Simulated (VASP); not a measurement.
Here is the system:

```
CELL_PARAMETERS angstrom
      0.00000     2.76024     2.76024
      2.76024     0.00000     2.76024
      2.76024     2.76024     0.00000
ATOMIC_POSITIONS crystal
  Ca 0.00000 0.00000 0.00000
  F  0.25000 0.25000 0.25000
  F  0.75000 0.75000 0.75000
```

Level of theory: PBE GGA, VASP's PBE PAW potentials (set 64) (plane waves; VASP 6.6.1). Numerical set-up: 530 eV cut-off, 6×6×6 Γ-centred mesh, Gaussian smearing of 0.050 eV, potentials Ca_sv F.

**Question.** Estimate the energy per atom (σ→0), band gap (on the k-mesh) with the smallest direct gap where there is one.

**Answer.** 
- band gap (on the k-mesh) = 7.09 eV
- smallest direct gap (on the k-mesh) = 7.34 eV
- energy per atom (σ→0) = -5.780 eV/atom

Total energies compare only between runs with the same potentials, cut-off and functional.

The compound is CaF2 in the fluorite structure. It was relaxed first. The start is the result of an earlier pass.
